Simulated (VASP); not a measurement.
Input:

```
CELL_PARAMETERS angstrom
      0.00000     3.03359     3.03359
      3.03359     0.00000     3.03359
      3.03359     3.03359     0.00000
ATOMIC_POSITIONS crystal
  B  0.00000 0.00000 0.00000
  Rh 0.50000 0.50000 0.50000
  Rh 0.25000 0.25000 0.25000
  Rh 0.75000 0.75000 0.75000
```

The numbers are results of PBE GGA, VASP's PBE PAW potentials (set 64) (plane waves; VASP), not measurements. Run with 400 eV cut-off, 6×6×6 Γ-centred mesh, Gaussian smearing of 0.10 eV, potentials B Rh_pv.

At this cut-off the stress carries a Pulay error, which pulls relaxed volumes low.

Task: Predict the energy per atom (σ→0), pressure, band gap (on the k-mesh) with the smallest direct gap where there is one.

Result: 
```
Item                                                        Result
------------------------  ----------------------------------------
band gap (on the k-mesh)  none (metal, semimetal or under 0.01 eV)
energy per atom (σ→0)                               -6.534 eV/atom
pressure                                                -19.86 GPa
```

Only differences to runs with the same potentials and settings are physical.

The structure was generated: BRh3 was put into an ordered model structure, which need not be its known phase. The cell was not relaxed at this level.
